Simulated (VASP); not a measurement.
Set up this calculation in VASP 6.6.1, as the native input.

```
Task                   : single point
Functional             : r2SCAN
Potentials or basis    : VASP PAW PBE potentials, release 64 (C, Sb)
Cutoff                 : 520 eV
k mesh                 : 11 × 11 × 11
Occupations            : fermi-dirac, width 0.1 eV
Spin                   : no spin polarisation
Dipole correction      : no
Further INCAR settings : ALGO = Normal; EDIFF = 1e-07; NBANDS = 14
```

SbC2:

```
C Sb
1.0
     0.00000    3.74592    0.00000
     3.74592    0.00000    0.00000
     1.87296    1.87296   -3.16030
C Sb
2 1
Direct
  0.39600 0.39600 0.20800
  0.60400 0.60400 0.79200
  0.00000 0.00000 0.00000
```

The cell was built by a generator and needn't be a form met in nature.

One way to write it, as run:

POSCAR

```
SbC2
1.0
    0.0000000000      3.7459200000      0.0000000000
    3.7459200000      0.0000000000      0.0000000000
    1.8729600000      1.8729600000     -3.1603020000
C Sb
2 1
Direct
    0.3960000000      0.3960000000      0.2080000000
    0.6040000000      0.6040000000      0.7920000000
    0.0000000000      0.0000000000      0.0000000000
```

INCAR.step1

```
SYSTEM = SbC2
  PREC = Accurate
  ENCUT = 520
  ISMEAR = -1
  SIGMA = 0.1
  LREAL = .FALSE.
  LASPH = .TRUE.
  NELM = 60
  NBANDS = 14
  GGA = PE
  ALGO = Normal
  EDIFF = 1E-4
  LWAVE = .TRUE.
  LCHARG = .FALSE.
```

INCAR.step2

```
SYSTEM = SbC2
  PREC = Accurate
  ENCUT = 520
  EDIFF = 1E-7
  ISMEAR = -1
  SIGMA = 0.1
  LREAL = .FALSE.
  LASPH = .TRUE.
  NELM = 60
  ALGO = Normal
  ISIF = 2
  LWAVE = .FALSE.
  LCHARG = .FALSE.
  METAGGA = R2SCAN
  LMIXTAU = .TRUE.
  NBANDS = 14
  ISTART = 1
```

KPOINTS

```
Automatic mesh
0
G
  11 11 11
  0 0 0
```

Potentials or basis: VASP PAW PBE potentials, release 64 (C, Sb).

The run is started by

```sh
$ cat potpaw_PBE.64/C/POTCAR potpaw_PBE.64/Sb/POTCAR > POTCAR
$ cp INCAR.step1 INCAR
$ mpirun -np 1 vasp_std > vasp.out
$ cp INCAR.step2 INCAR
$ mpirun -np 1 vasp_std > vasp.out
```

It gave:

- Pressure: 3.5 GPa
- Largest force: 0.137 eV/Å
- Band gap on the k mesh: none (metal or under the smearing width)

Caveat: the PAW data sets were made with another functional, which shifts forces and pressure a little.

Run time: 3 min on 1 thread of AMD EPYC 9R45 (Zen 5), on a shared host, peak memory 0.19 GiB.
